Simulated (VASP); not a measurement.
# GW-BSE spectrum of NaCl, part 2 of 3

Wanted: the lowest vertical excitons of NaCl and its absorption. The cell is of the rock-salt type, one of the forms listed for this formula, which need not be the common one. The start is a cell from a database of measured crystal structures.

VASP 6.6.1, plane waves and PAW; the level of theory is named at each step.

So far. Step 2 (Ground state): The cell has a gap of 5.16 eV on mesh and path. Step 3 (Empty bands): WAVECAR now holds 104 bands for 16 electrons. Its independent-particle dielectric tensor has xx, yy, zz = 2.8, 2.8, 2.8 on this mesh. It isn't tested for convergence in mesh or bands and lacks local fields, and at a small direct gap a coarse mesh makes it too large, which overscreens the GW step.

The database entry behind the starting cell differs from later determinations by our own check (an axis about 0.4 % short against later determinations), so it need not match the best structure at ambient conditions.

### 4. G0W0

This step: G0W0 on PBE; plane waves and PAW (Na_sv_GW, Cl_GW) (VASP 6.6.1).

One pass of GW corrects the levels to first order, with G and W from the starting orbitals. LWAVE keeps the quasiparticle levels in WAVECAR, and the W files hold the screened interaction for the next step.

INCAR

```
SYSTEM = NaCl
PREC = Accurate
ENCUT = 400
ISMEAR = 0
SIGMA = 0.01
LREAL = .FALSE.
GGA = PE
NBANDS = 104
ALGO = EVGW0
NELMGW = 1
ENCUTGW = 100
NOMEGA = 48
PRECFOCK = Fast
NBANDSGW = 16
LWAVE = .TRUE.
LCHARG = .FALSE.
```

POSCAR

```
NaCl
1.0
    0.0000000000      2.8100000000      2.8100000000
    2.8100000000      0.0000000000      2.8100000000
    2.8100000000      2.8100000000      0.0000000000
Na Cl
1 1
Direct
    0.0000000000      0.0000000000      0.0000000000
    0.5000000000      0.5000000000      0.5000000000
```

KPOINTS

```
Automatic mesh
0
Gamma
6 6 6
0 0 0
```

The projector-augmented-wave data sets are Na_sv_GW and Cl_GW (PBE family, release 64).

The run is started by

```sh
$ mpirun -np 8 vasp_std
```

Output:

```text
[banner, memory and clock lines left out]
running    8 mpi-ranks, on    1 nodes
 distrk:  each k-point on    8 cores,    1 groups
 distr:  one band on    1 cores,    8 groups

 POSCAR found type information on POSCAR NaCl
 POSCAR found :  2 types and       2 ions
 [... a notice as in an earlier step ...]

|                                                                             |
|           W    W    AA    RRRRR   N    N  II  N    N   GGGG   !!!           |
|           W    W   A  A   R    R  NN   N  II  NN   N  G    G  !!!           |
|           W    W  A    A  R    R  N N  N  II  N N  N  G       !!!           |
|           W WW W  AAAAAA  RRRRR   N  N N  II  N  N N  G  GGG   !            |
|           WW  WW  A    A  R   R   N   NN  II  N   NN  G    G                |
|           W    W  A    A  R    R  N    N  II  N    N   GGGG   !!!           |
|                                                                             |
|     The default for ENCUTGWSOFT is different in this version of VASP.       |
|     please manually set ENCUTGWSOFT =100 in the INCAR file.                 |
|                                                                             |

 LDA part: xc-table for (Slater+PW92), standard interpolation
 found WAVECAR, reading the header
 POSCAR, INCAR and KPOINTS ok, starting setup
 FFT: planning ... GRIDC
 FFT: planning ... GRID_SOFT
 FFT: planning ... GRID
 reading WAVECAR
 the WAVECAR file was read successfully
 initial charge from wavefunction
 available memory per node:     66.85 GB, setting MAXMEM to     68456

 The Fermi energy was updated, please check that it is located mid-gap
 values below the HOMO (VB) or above the LUMO (CB) will cause erroneous energies
 E-fermi :   1.7024

 calculate exact exchange contribution
 the WAVEDER file was read successfully
energies w=
    0.000    0.000    1.615    0.000    3.223    0.000    4.820    0.000
    6.401    0.000    7.962    0.000    9.499    0.000   11.011    0.000
   12.496    0.000   13.956    0.000   15.390    0.000   16.802    0.000
   18.192    0.000   19.564    0.000   20.922    0.000   22.269    0.000
   23.610    0.000   24.948    0.000   26.290    0.000   27.639    0.000
   29.002    0.000   30.384    0.000   31.793    0.000   33.234    0.000
   34.717    0.000   36.250    0.000   37.843    0.000   39.507    0.000
   41.256    0.000   43.105    0.000   45.072    0.000   47.178    0.000
   49.450    0.000   51.917    0.000   54.619    0.000   57.603    0.000
   60.928    0.000   64.671    0.000   68.931    0.000   73.837    0.000
   79.565    0.000   86.357    0.000   94.553    0.000  104.654    0.000
  117.419    0.000  134.064    0.000  156.657    0.000  189.036    0.000
 responsefunction array rank=     120
 LDA part: xc-table for (Slater+PW92), standard interpolation

 min. memory requirement per mpi rank    168.4 MB, per node   1347.5 MB

 allocating   6 responsefunctions rank=   120
 shmem allocating  48 responsefunctions rank=   120
 response function shared by NCSHMEM nodes    1
 Doing            6  frequencies on each core in blocks of           48
NQ=   1    0.0000    0.0000    0.0000,
|.........|.........|.........|.........|.........|.........|.........|.........
 performed        385000 updates of chi_q(r,r)
 total number of BLAS operations         39.33 Gflops
NQ=   2    0.1667    0.0000    0.0000,
|.........|.........|.........|.........|.........|.........|.........|.........
 performed       1076000 updates of chi_q(r,r)
 total number of BLAS operations         99.14 Gflops
NQ=   3    0.3333    0.0000    0.0000,
|.........|.........|.........|.........|.........|.........|.........|.........
 performed       1767000 updates of chi_q(r,r)
 total number of BLAS operations        152.25 Gflops
NQ=   4    0.5000    0.0000    0.0000,
|.........|.........|.........|.........|.........|.........|.........|.........
 performed       2291000 updates of chi_q(r,r)
 total number of BLAS operations        201.22 Gflops
NQ=   5    0.1667    0.1667    0.0000,
|.........|.........|.........|.........|.........|.........|.........|.........
 performed       2905000 updates of chi_q(r,r)
 total number of BLAS operations        247.48 Gflops
NQ=   6    0.3333    0.1667    0.0000,
|.........|.........|.........|.........|.........|.........|.........|.........
 performed       3875000 updates of chi_q(r,r)
 total number of BLAS operations        329.87 Gflops
NQ=   7    0.5000    0.1667    0.0000,
|.........|.........|.........|.........|.........|.........|.........|.........
 performed       4845000 updates of chi_q(r,r)
 total number of BLAS operations        405.99 Gflops
NQ=   8   -0.3333    0.1667    0.0000,
|.........|.........|.........|.........|.........|.........|.........|.........
 performed       5815000 updates of chi_q(r,r)
 total number of BLAS operations        482.10 Gflops
NQ=   9   -0.1667    0.1667    0.0000,
|.........|.........|.........|.........|.........|.........|.........|.........
 performed       6612000 updates of chi_q(r,r)
 total number of BLAS operations        544.65 Gflops
NQ=  10    0.3333    0.3333    0.0000,
|.........|.........|.........|.........|.........|.........|.........|.........
 performed       7226000 updates of chi_q(r,r)
 total number of BLAS operations        597.83 Gflops
NQ=  11    0.5000    0.3333    0.0000,
|.........|.........|.........|.........|.........|.........|.........|.........
 performed       8196000 updates of chi_q(r,r)
 total number of BLAS operations        678.63 Gflops
NQ=  12   -0.3333    0.3333    0.0000,
|.........|.........|.........|.........|.........|.........|.........|.........
 performed       8993000 updates of chi_q(r,r)
 total number of BLAS operations        743.73 Gflops
NQ=  13    0.5000    0.5000    0.0000,
|.........|.........|.........|.........|.........|.........|.........|.........
 performed       9477000 updates of chi_q(r,r)
 total number of BLAS operations        776.56 Gflops
NQ=  14    0.5000    0.3333    0.1667,
|.........|.........|.........|.........|.........|.........|.........|.........
 performed      10454000 updates of chi_q(r,r)
 total number of BLAS operations        856.32 Gflops
NQ=  15   -0.3333    0.3333    0.1667,
|.........|.........|.........|.........|.........|.........|.........|.........
 performed      11344000 updates of chi_q(r,r)
 total number of BLAS operations        933.41 Gflops
NQ=  16   -0.3333    0.5000    0.1667,
|.........|.........|.........|.........|.........|.........|.........|.........
 performed      12141000 updates of chi_q(r,r)
 total number of BLAS operations       1002.43 Gflops
 resolving degeneracies of screened two electron integrals

 calculate QP shifts <psi_nk| G(iteration)W_0 |psi_nk>: iteration 1
 writing wavefunctions
 entering main loop
```

The job ended after 2.7 min (8 MPI ranks of Intel Xeon Platinum 8259CL at 2.50GHz (Skylake/Cascade Lake), shared host; peak memory 1.9 GiB).

OUTCAR, selected parts (step 4):

```text
The static configuration has the point symmetry O_h .

 Found     16 irreducible k-points:

   k-points           NKPTS =     16   k-points in BZ     NKDIM =    216   number of bands    NBANDS=    104

   NELECT =      16.0000    total number of electrons

 E-fermi :   1.7024

 QP shifts <psi_nk| G(iteration)W_0 |psi_nk>: iteration 1
 for sc-GW calculations column KS-energies equals QP-energies in previous step
 and V_xc(KS)=  KS-energies - (<T + V_ion + V_H > + <T+V_H+V_ion>^1  + <V_x>^1)
 k-point   1 :       0.0000    0.0000    0.0000
  band No.  KS-energies  QP-energies   sigma(KS)   V_xc(KS)     V^pw_x(r,r')   Z            occupation Imag(sigma)
    ...
      5     -13.5584     -14.9489     -16.9101     -14.9637     -24.2366       0.7144       2.0000       1.6870
      6      -0.8754      -2.6662     -16.7769     -14.5356     -18.8681       0.7990       2.0000       0.1878
      7      -0.8754      -2.6662     -16.7769     -14.5356     -18.8681       0.7990       2.0000       0.1878
      8      -0.8754      -2.6662     -16.7769     -14.5356     -18.8681       0.7990       2.0000       0.1878
      9       4.2803       5.2292      -7.0545      -8.1647      -4.1182       0.8547       0.0000      -0.1492
     10      10.1739      11.4759      -6.7623      -8.3076      -3.5249       0.8425       0.0000      -0.1949
     11      10.1739      11.4759      -6.7623      -8.3076      -3.5249       0.8425       0.0000      -0.1949
     12      10.1739      11.4759      -6.7623      -8.3076      -3.5249       0.8425       0.0000      -0.1949
    ...

 k-point   2 :       0.1667    0.0000    0.0000
  band No.  KS-energies  QP-energies   sigma(KS)   V_xc(KS)     V^pw_x(r,r')   Z            occupation Imag(sigma)
    ...
      5     -13.4760     -14.8575     -17.0115     -15.0784     -24.3236       0.7147       2.0000       1.6596
      6      -1.4842      -3.3597     -16.0039     -13.6419     -18.0975       0.7940       2.0000       0.2014
      7      -0.9458      -2.7530     -16.7032     -14.4401     -18.8032       0.7985       2.0000       0.1897
      8      -0.9458      -2.7530     -16.7032     -14.4401     -18.8032       0.7985       2.0000       0.1897
      9       5.0980       6.1097      -7.5443      -8.7392      -4.5933       0.8467       0.0000      -0.1552
     10       9.4182      10.5718      -6.6391      -8.0117      -3.4376       0.8404       0.0000      -0.1964
     11      10.4557      11.7949      -6.9418      -8.5378      -3.6609       0.8391       0.0000      -0.2024
     12      10.4557      11.7949      -6.9418      -8.5378      -3.6609       0.8391       0.0000      -0.2024
    ...

 k-point   3 :       0.3333    0.0000    0.0000
  band No.  KS-energies  QP-energies   sigma(KS)   V_xc(KS)     V^pw_x(r,r')   Z            occupation Imag(sigma)
    ...
      5     -13.3037     -14.6644     -17.2282     -15.3249     -24.5115       0.7149       2.0000       1.6057
      6      -2.4278      -4.4819     -15.2362     -12.6471     -17.4513       0.7933       2.0000       0.2350
      7      -1.0802      -2.9166     -16.5708     -14.2670     -18.6891       0.7971       2.0000       0.1936
      8      -1.0802      -2.9166     -16.5708     -14.2670     -18.6891       0.7971       2.0000       0.1936
      9       6.2036       7.2062      -7.1278      -8.3115      -4.1302       0.8471       0.0000      -0.1644
     10       9.2425      10.5162      -7.7342      -9.2697      -4.4049       0.8296       0.0000      -0.2208
     11      10.2717      11.6936      -7.4118      -9.1049      -4.1478       0.8398       0.0000      -0.1993
     12      10.2717      11.6936      -7.4118      -9.1049      -4.1478       0.8398       0.0000      -0.1993
    ...

[... 7 parts as in an earlier step ...]

[... 5 further parts left out ...]
```

This step gave:

* quasiparticle gap on the mesh: 7.895 eV
* smallest direct quasiparticle gap on the mesh: 7.895 eV
* gap of the starting orbitals on the mesh: 5.156 eV

GW takes the gap from 5.156 to 7.895 eV. The value holds for 104 bands, ENCUTGW = 100 eV and this mesh, and isn't shown to be converged in them.

### 5. BSE, Tamm-Dancoff

This step: BSE on G0W0 on PBE; plane waves and PAW (Na_sv_GW, Cl_GW) (VASP 6.6.1).

The Bethe-Salpeter equation adds the screened attraction of electron and hole to the quasiparticle pairs; ANTIRES = 0 leaves out the coupling to antiresonant pairs.

INCAR

```
SYSTEM = NaCl
PREC = Accurate
ENCUT = 400
ISMEAR = 0
SIGMA = 0.01
LREAL = .FALSE.
GGA = PE
NBANDS = 104
ALGO = BSE
NBANDSO = 4
NBANDSV = 4
OMEGAMAX = 25
NEDOS = 1000
CSHIFT = 0.1
PRECFOCK = Fast
LWAVE = .FALSE.
LCHARG = .FALSE.
ENCUTGW = 100
ANTIRES = 0
```

POSCAR is that of step 4.

KPOINTS is that of step 4.

The run is started by

```sh
$ mpirun -np 8 vasp_std
```

Output:

```text
[banner, memory and clock lines left out]
running    8 mpi-ranks, on    1 nodes
 distrk:  each k-point on    8 cores,    1 groups
 distr:  one band on    1 cores,    8 groups

 POSCAR found type information on POSCAR NaCl
 POSCAR found :  2 types and       2 ions
|                                                                             |
|           W    W    AA    RRRRR   N    N  II  N    N   GGGG   !!!           |
|           W    W   A  A   R    R  NN   N  II  NN   N  G    G  !!!           |
|           W    W  A    A  R    R  N N  N  II  N N  N  G       !!!           |
|           W WW W  AAAAAA  RRRRR   N  N N  II  N  N N  G  GGG   !            |
|           WW  WW  A    A  R   R   N   NN  II  N   NN  G    G                |
|           W    W  A    A  R    R  N    N  II  N    N   GGGG   !!!           |
|                                                                             |
|     For optimal performance we recommend to set                             |
|       NCORE = 2 up to number-of-cores-per-socket                            |
|     NCORE specifies how many cores store one orbital (NPAR=cpu/NCORE).      |
|     This setting can greatly improve the performance of VASP for DFT.       |
|     The default, NCORE=1 might be grossly inefficient on modern             |
|     multi-core architectures or massively parallel machines. Do your        |
|     Unfortunately you need to use the default for GW and RPA                |
|     calculations (for HF NCORE is supported but not extensively tested      |
|     yet).                                                                   |
|                                                                             |

|                                                                             |
|           W    W    AA    RRRRR   N    N  II  N    N   GGGG   !!!           |
|           W    W   A  A   R    R  NN   N  II  NN   N  G    G  !!!           |
|           W    W  A    A  R    R  N N  N  II  N N  N  G       !!!           |
|           W WW W  AAAAAA  RRRRR   N  N N  II  N  N N  G  GGG   !            |
|           WW  WW  A    A  R   R   N   NN  II  N   NN  G    G                |
|           W    W  A    A  R    R  N    N  II  N    N   GGGG   !!!           |
|                                                                             |
|     The default for ENCUTGWSOFT is different in this version of VASP.       |
|     please manually set ENCUTGWSOFT =100 in the INCAR file.                 |
|                                                                             |

 LDA part: xc-table for (Slater+PW92), standard interpolation
 found WAVECAR, reading the header
 POSCAR, INCAR and KPOINTS ok, starting setup
 FFT: planning ... GRIDC
 FFT: planning ... GRID_SOFT
 FFT: planning ... GRID
 reading WAVECAR
 the WAVECAR file was read successfully
 initial charge from wavefunction
 available memory per node:     60.44 GB, setting MAXMEM to     61893

 The Fermi energy was updated, please check that it is located mid-gap
 values below the HOMO (VB) or above the LUMO (CB) will cause erroneous energies
 E-fermi :   1.2815

 the WAVEDER file was read successfully
 responsefunction array rank=     120

 min. memory requirement per mpi rank    130.6 MB, per node   1044.6 MB

 Doing            0  frequencies on each core in blocks of            0
 Found all WFULLXXXX.tmp files
 reading now WFULL0001.tmp
 reading now WFULL0002.tmp
 reading now WFULL0003.tmp
 reading now WFULL0004.tmp
 reading now WFULL0005.tmp
 reading now WFULL0006.tmp
 reading now WFULL0007.tmp
 reading now WFULL0008.tmp
 reading now WFULL0009.tmp
 reading now WFULL0010.tmp
 reading now WFULL0011.tmp
 reading now WFULL0012.tmp
 reading now WFULL0013.tmp
 reading now WFULL0014.tmp
 reading now WFULL0015.tmp
 reading now WFULL0016.tmp
 parallelization over k-points
 Using distributed matrix
 Using distributed eigensolver
 allocating two-electron 4 orbital integral table    4    4    4    4
 BSE setting up matrix
 available memory per node:     60.26 GB, setting MAXMEM to     61710
 Calculate matrix elements of the BSE Hamiltonian:
 Workload is divided into blocks of two-electron 4 orbital integrals computed in
  parallel.
 Each block/integral has dimensions  of (   4,   4,   4,   4) orbitals
 Total number of blocks/integrals:                23436
 Number of spins:                                     1
 Number of kpoints:                                 216
 Spin channel:                                        1
  Number of blocks of unoccupied bands:               1
  Number of blocks of occupied bands:                 1
 Number of rows/columns of blocks:                  216

                                                        Time (sec)
               Integrals                 Ranks       Real         CPU
  [         1 -       1728/     23436]     8         2.78        0.00
  [      1729 -       3456/     23436]     8         5.49        0.00
  [      3457 -       5184/     23436]     8         8.20        0.00
  [      5185 -       6912/     23436]     8        10.87        0.00
  [      6913 -       8640/     23436]     8        13.49        0.00
  [      8641 -      10368/     23436]     8        15.86        0.00
  [     10369 -      12096/     23436]     8        18.22        0.00
  [     12097 -      13824/     23436]     8        20.55        0.00
  [     13825 -      15552/     23436]     8        23.26        0.00
  [     15553 -      17280/     23436]     8        25.76        0.00
  [     17281 -      19008/     23436]     8        28.21        0.00
  [     19009 -      20736/     23436]     8        30.57        0.00
  [     20737 -      22464/     23436]     8        32.88        0.00
  [     22465 -      23328/     23436]     8        34.00        0.00
  [     23329 -      23436/     23436]     8        34.20        0.00

 BSE redistributing all elements
 BSE diagonalizing matrix PDSYEVX_ZHEEVX_DESC
 BSE calculating oscillator strength
```

Wall time 53 s (8 MPI ranks); peak memory 2.3 GiB.

Parts of OUTCAR (step 5):

```text
   NELECT =      16.0000    total number of electrons

 E-fermi :   1.2815

[... 8 parts as in an earlier step ...]

[... 2 further parts left out ...]
```

Numbers from this step:

| Item | Value |
| --- | --- |
| lowest excitation | 6.904 eV |
| direct gap less the lowest excitation | 0.9915 eV |

The imaginary dielectric function, xx has structure finer than the step of the table below, so its rows give means over 1 eV, whole bins alone (the curve runs from 0 to 25 eV). Peaks (eV: height): 6.9: 6.00, 7.6: 8.52, 8.8: 6.38, 10.3: 4.54, 11.4: 3.87, 12.6: 3.97.

From 4 filled and 4 empty bands alone, without any pair above OMEGAMAX = 25 eV, so strength is missing wherever others contribute; lines are broadened by CSHIFT, which also makes the tail under the first line. Table of imaginary dielectric function, xx by photon energy; means over each step:

| photon energy (eV) | imaginary dielectric function, xx |
| --- | --- |
| 1 | 0.00334 |
| 2 | 0.00732 |
| 3 | 0.0129 |
| 4 | 0.0227 |
| 5 | 0.0457 |
| 6 | 0.169 |
| 7 | 2.48 |
| 8 | 2.39 |
| 9 | 2.55 |
| 10 | 3.01 |
| 11 | 2.93 |
| 12 | 2.34 |
| 13 | 2.50 |
| 14 | 1.53 |
| 15 | 0.881 |
| 16 | 0.317 |
| 17 | 0.0837 |
| 18 | 0.0245 |
| 19 | 0.0140 |
| 20 | 0.0251 |
| 21 | 0.0326 |
| 22 | 0.0282 |
| 23 | 0.0140 |
| 24 | 0.00815 |

Some of the lowest 40 states alone, with states under 2.5 meV apart joined, scaled to the strongest line shown. Lines of the exciton spectrum (strongest = 100):

```csv
position (eV),lines merged,oscillator strength
6.904,3,72
7.570,3,100
7.945,3,0.0
7.966,2,0.0
8.050,3,0.0
8.078,3,0.0
8.081,2,0.0
8.362,3,19
8.409,3,0.0
8.466,3,0.0
8.479,3,0.0
8.569,1,0.0
8.646,3,1.9
8.688,1,0.0
8.692,3,0.0
```

The lowest excitation lies at 6.904 eV, -991 meV against the direct gap of these orbitals. No second mesh in this session tests these energies, peaks and heights.

[end of part 2 of 3]

[Lines on the potential files, build, host, timing and source positions are cut from VASP's logs without a mark.]

[Logs are printed without paths, hosts, clocks, repeated set-up lines and the standing remarks that a program may print on its own settings, such as how far it seeks lower states.]

[Hosts, paths, dates, database ids (printed as entryN), source tags and the programs' standing remarks are cut or masked in the printed files.]

[Pressures printed for these runs are not shown converged in the cutoff: they can be off by several GPa and have the wrong sign.]

[In band tables of VASP the shares of atoms and orbitals are scaled to a sum of 1 inside the atoms' spheres.]
